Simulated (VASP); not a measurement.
Input:

```xyz
4
Lattice="4.8989 0.0000 0.0000 -2.4494 4.2425 0.0000 0.0000 0.0000 8.6546" Properties=species:S:1:pos:R:3 pbc="T T T"
Tl     4.8989     0.0000     0.0000
Tl     4.8989     0.0000     4.3273
I      0.0000     2.8284     2.1636
I      2.4494     1.4142     6.4909
```

Method: PBE GGA, VASP's PBE PAW potentials (set 64) (plane waves; VASP 6.6.1). Run with 400 eV cut-off, Gaussian smearing of 0.050 eV, potentials Tl_d I.

Unless said otherwise, spin-orbit coupling is left out, though it shifts the bands of the heavy elements here.

**Question.** What does the run give for the band gap (along the path) with the smallest direct gap where there is one?

**Answer.** 
```yaml
band gap (along the path): 1.84 eV
smallest direct gap (along the path): 1.84 eV
```

Total energies compare only between runs with the same potentials, cut-off and functional.

The structure was generated: TlI was put into the NiAs type type (P6_3/mmc), which need not be its known phase. It was relaxed first, which changed the volume by +61 %.
